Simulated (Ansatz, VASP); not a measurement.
# Cross-check of BiB between VASP and Ansatz, part 2 of 2

Aim: how closely do two programs agree when they are given the same cell, functional and k mesh? The cell is generated by rule, not measured, and may not be a known phase. The cell is taken from a series of runs on this material, whose earlier steps may have relaxed, scaled, displaced or heated it; both programs get it as it stands.

VASP 6.6.1 and Ansatz 0.2.0.

So far: Starting point; VASP: relaxation of cell and atoms, PBEsol; Ansatz: relaxation of cell and atoms, PBEsol; Differences.

**5. VASP: zone-centre phonons, PBEsol**

Level of this step: PBEsol; plane waves and PAW (B, Bi_d); invented cell (VASP).

Second derivatives magnify differences that forces hide, and they need a tight electronic threshold.

Contents of INCAR:

```
SYSTEM = BiB
PREC = Accurate
ENCUT = 500
EDIFF = 1E-08
NELM = 120
ISMEAR = 1
SIGMA = 0.15
LREAL = .FALSE.
ALGO = Normal
GGA = PS
NBANDS = 15
LORBIT = 11
LWAVE = .FALSE.
LCHARG = .FALSE.
ISIF = 2
IBRION = 8
LASPH = .TRUE.
GGA_COMPAT = .FALSE.
KPAR = 2
```

Contents of POSCAR:

```
BiB
1.0
    0.0000000000      2.6039275238      2.6039275238
    2.6039275238      0.0000000000      2.6039275238
    2.6039275238      2.6039275238      0.0000000000
B Bi
1 1
Direct
    0.0000000000      0.0000000000      0.0000000000
    0.5000000000      0.5000000000      0.5000000000
```

Contents of KPOINTS:

```
Automatic mesh
0
Gamma
12 12 12
0 0 0
```

Potentials, in the order of the species: B and Bi_d (PBE family, release 64).

On the command line:

```console
> mpirun -np 2 vasp_std
```

Numbers of over 12 decimals in the logs are rounded to 6 here.

What it wrote:

```text
[banner, memory and clock lines left out]
running    2 mpi-ranks, on    1 nodes
[...]
[... a notice as in an earlier step ...]

 LDA part: xc-table for (Slater+PW92), standard interpolation
 POSCAR, INCAR and KPOINTS ok, starting setup
[...]
entering main loop
       N       E                     dE             d eps       ncg     rms          rms(c)
DAV:   1     0.123197151000E+03    0.12320E+03   -0.98217E+03  2174   0.142E+03
DAV:   2    -0.200048585525E+01   -0.12520E+03   -0.12126E+03  2363   0.344E+02
DAV:   3    -0.922775096990E+01   -0.72273E+01   -0.71287E+01  2713   0.818E+01
DAV:   4    -0.937918408624E+01   -0.15143E+00   -0.15136E+00  2706   0.129E+01
[...]
DAV:  11    -0.904387271361E+01    0.10994E-06   -0.79001E-06  3021   0.322E-02    0.309E-03
DAV:  12    -0.904387215930E+01    0.55431E-06   -0.67769E-07  2759   0.785E-03    0.412E-04
DAV:  13    -0.904387215238E+01    0.69278E-08   -0.60315E-08  2748   0.169E-03
   1 F= -.90438722E+01 E0= -.90437048E+01  d E =-.502188E-03
[...]
RMM:   8    -0.359188834512E-01   -0.60209E-06   -0.10213E-08  9587   0.508E-04    0.443E-05
RMM:   9    -0.359188703775E-01    0.13074E-07    0.55657E-08  9590   0.156E-04    0.103E-05
RMM:  10    -0.359188673022E-01    0.30752E-08   -0.58425E-08 10046   0.717E-05    0.361E-06
 first order change of Fermi-energy   0.13009E-02
 force on displaced ion       1 direction 1 :  -2.144   0.000   0.000
 Linear response progress:
  Degree of freedom:   2/  2
       N       E                     dE             d eps       ncg     rms          rms(c)
RMM:   1    -0.317670533563E+00   -0.31767E+00    0.35503E-01  6223   0.991E+00
RMM:   2    -0.324025951203E+00   -0.63554E-02   -0.17403E-02  8340   0.118E+00    0.460E-02
RMM:   3    -0.323988821823E+00    0.37129E-04   -0.13379E-03  8912   0.320E-01    0.265E-02
RMM:   4    -0.323703868737E+00    0.28495E-03   -0.90995E-05  9160   0.892E-02    0.559E-03
[...]
RMM:  14    -0.323691402324E+00    0.23865E-07    0.41699E-08  8936   0.691E-05    0.771E-07
RMM:  15    -0.323691377815E+00    0.24509E-07    0.15454E-08  8526   0.626E-05    0.166E-07
RMM:  16    -0.323691376272E+00    0.15424E-08    0.20846E-08  5599   0.591E-05    0.181E-07
 first order change of Fermi-energy  -0.88900E-03
 force on displaced ion       2 direction 1 :  -2.166   0.000   0.000
 Linear response finished
```

OUTCAR, selected parts (step 5):

```text
  Total        0.0091237      0.0091237      0.0091237      0.0000000     -0.0000000      0.0000000
  in kB        0.4139663      0.4139663      0.4139663      0.0000000     -0.0000000      0.0000000
  external PRESSURE =       0.4139663 kB  Pullay stress =       0.0000000 kB

 POSITION                                       TOTAL-FORCE (eV/Angst)
 -----------------------------------------------------------------------------------
      0.00000      0.00000      0.00000        -0.000000      0.000000      0.000000
      2.60393      2.60393      2.60393         0.000000     -0.000000     -0.000000
 -----------------------------------------------------------------------------------
    total drift:                                0.000000      0.000000      0.000000

[... 1 part as in an earlier step ...]

[... 1 further part left out ...]
```

**6. Ansatz: zone-centre phonons, PBEsol**

The same cell, functional, mesh and smearing now go to Ansatz, which takes its cutoff from its data sets.

The cell is taken from a series of runs on this material, whose earlier steps may have relaxed, scaled, displaced or heated it; both programs get it as it stands.

Contents of input.yaml:

```yaml
crystal:
  lattice:
    - [0.0, 2.6039275238, 2.6039275238]
    - [2.6039275238, 0.0, 2.6039275238]
    - [2.6039275238, 2.6039275238, 0.0]
  atoms:
    - { symbol: B, position: [0.0, 0.0, 0.0] }
    - { symbol: Bi, position: [0.5, 0.5, 0.5] }
kpoints:
  mp_grid: { grid: [12, 12, 12] }
hamiltonian:
  xc: pbesol
scf:
  occupations: { method: methfessel_paxton, width: 0.15 }
output:
  eigenvalues: true
phonons:
  method: dfpt
```

On the command line:

```console
> ansatz run input.yaml --threads 4 --pin off --max-ram 7168MiB --backend cpu --events-out ev --progress --plain --runs-dir out
```

What it wrote:

```text
[...]
Crystal: 2 atoms, lattice volume = 35.312 Å³
Basis set: ecut = 420 eV, 701 PW (Γ), exchange–correlation on 50×50×50 points (8 copies of the dense FFT grid, shifted against one another)
Bands: 13, of which v1, the nominal top of the filled ones, is band 9 counted from 1 (8 counted from 0)
Symmetry: 48 space group operations
k-points: 163 of 1728 (irreducible under 8 space group operations, time reversal used)
[...]
k mesh reduced under 8 symmetry operations, with k and −k counted as one. Each operation leaves every solved perturbation unchanged. A smaller set is not used because it would not reduce the number of displacements times k-points to solve
  ASR residual: 7.283e-5 → 0.000e0 eV/Å²; symmetrization residual: 4.583e-6 eV/Å²
  ASR residual per site (eV/Å²): 5.64e-5 7.28e-5
  Γ frequencies (cm⁻¹): 0.00 0.00 0.00 237.66 237.66 237.66
  non-analytic LO–TO correction: not included (Born effective charges unavailable; polar crystals: no LO–TO splitting at Γ)
[key lines of the parts left out:]
SCF converged after 8 iterations
Free energy (F): -12392.373357 eV
Fermi energy:    12.499340 eV
```

**7. Differences**

The two programs side by side:

| quantity | Ansatz | VASP | difference |
| --- | --- | --- | --- |
| optical mode 1 to 3 (cm⁻¹) | 237.7 | 238.2 | -0.24 % |

Modes are paired by rising frequency, not by their patterns, so a pair may set unlike modes beside each other; they are those without the splitting of longitudinal modes.

**8. Summary of results**

| Item | Value |
| --- | --- |
| difference in volume (relaxation of cell and atoms, PBEsol) | -0.042 % |
| r.m.s. difference of the optical zone-centre modes, each program's sorted by frequency (zone-centre phonons, PBEsol) | 0.58 cm⁻¹ |

**Reading.** The difference in volume is -0.042 % (relaxation of cell and atoms, PBEsol), within the 1.2 % picked in this series as the mark of a large difference, as far as the stopping tolerances let one tell. 1 further run of this series is not shown here. Such differences can come from data sets, numerical settings and the points named under the comparisons, not from the functional's error against experiment.

[Lines on the potential files, build, host, timing and source positions are cut from VASP's logs without a mark.]

[Logs are printed without paths, hosts, clocks, repeated set-up lines and the standing remarks that a program may print on its own settings, such as how far it seeks lower states.]

[Hosts, paths, dates, database ids (printed as entryN), source tags and the programs' standing remarks are cut or masked in the printed files.]
